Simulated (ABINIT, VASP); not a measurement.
This is a calculation of Zr2C for VASP 6.6.1. The cell comes from a database or a generator and needn't be the stable form of this composition.

Contents of INCAR:

```
SYSTEM = Zr2C
PREC = Accurate ; ENCUT = 520
EDIFF = 1E-7 ; ISMEAR = -1
SIGMA = 0.05 ; LREAL = .False.
LASPH = .True. ; NELM = 60
ALGO = Normal ; ISIF = 2
LWAVE = .False. ; LCHARG = .False.
GGA = PE ; NBANDS = 21
```

File KPOINTS:

```
Automatic mesh
0
Gamma
  7 7 10
  0 0 0
```

The input POSCAR:

```
Zr2C
1.0
    4.5413600000      0.0000000000      0.0000000000
   -2.2706800000      3.9329300000      0.0000000000
    0.0000000000      0.0000000000      2.7564600000
Zr C
2 1
Direct
    0.3333300000      0.6666700000      0.0000000000
    0.6666700000      0.3333300000      0.0000000000
    0.0000000000      0.0000000000      0.5000000000
```

Potentials or basis: VASP PAW PBE potentials, release 64 (Zr_sv, C).

The run is started by

```sh
$ cat potpaw_PBE.64/Zr_sv/POTCAR potpaw_PBE.64/C/POTCAR > POTCAR
$ mpirun -np 1 vasp_std > vasp.out
```

Task: Translate it to ABINIT 10.8.3 (patched build). Potentials or basis there: JTH PAW PBE v2.0, cutoff 517 eV.

Result: As run (cutoffs and basis follow the program's own potentials, and thresholds, step limits or extra output files can differ):

The input run.abi:

```
# Pseudopotentials
pp_dirpath "./"
pseudos "Zr.GGA_PBE-JTH.xml, C.GGA_PBE-JTH.xml"

# Structure
acell 8.5819266333 8.5819215146 5.2089544735
rprim
     1.0000000000     0.0000000000     0.0000000000
    -0.5000002982     0.8660252316     0.0000000000
     0.0000000000     0.0000000000     1.0000000000
ntypat 2
znucl 40 6
natom 3
typat 1 1 2
xcart
    -0.0000429096     4.9547984854     0.0000000000
     4.2910062263     2.4773620819     0.0000000000
     0.0000000000     0.0000000000     2.6044772367

# Plane-wave basis
ecut 19.0
pawecutdg 38.0
pawxcdev 0

# k points
kptopt 1
ngkpt 7 7 10
nshiftk 1
shiftk 0.0 0.0 0.0

# Exchange and correlation
ixc 11

# Bands and occupations
nband 18
occopt 3
tsmear 0.05 eV

# SCF cycle
nstep 100
tolvrs 1.0e-9

# Output
iomode 3
prtwf 0
prtden 0
prteig 0
prtebands 0
enunit 1
```

Potentials or basis: JTH PAW PBE v2.0.

Command:

```console
$ abinit run.abi > log 2>&1
```

Both were run:

|  | VASP | ABINIT |
| --- | --- | --- |
| Pressure | 0.4 GPa | 0.1 GPa |

Pressure is positive in compression.
